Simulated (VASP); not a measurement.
Given:

```
CELL_PARAMETERS angstrom
      2.98327     0.00000     0.00000
      0.00000     2.98327     0.00000
      0.00000     0.00000     2.98327
ATOMIC_POSITIONS crystal
  Al 0.50000 0.50000 0.50000
  Ru 0.00000 0.00000 0.00000
```

All values below come from r2SCAN meta-GGA, VASP's PBE PAW potentials (set 64) (plane waves; VASP). Settings: 520 eV cut-off, 14×14×14 Γ-centred mesh, tetrahedra with Blöchl corrections, potentials Al Ru_pv.

Problem. What does the run give for the energy per atom (σ→0), band gap (over mesh and band path) with the smallest direct gap where there is one?

Solution. 
The band gap (over mesh and band path) is none (metal, semimetal or under 0.01 eV). The energy per atom (σ→0) comes out as -16.804 eV/atom.

The absolute energy has meaning only against runs of the same code, potentials and settings.

The compound is RuAl in the CsCl type structure. It was relaxed first. The electron count is odd and the run is not spin-polarised, which forces a metal.
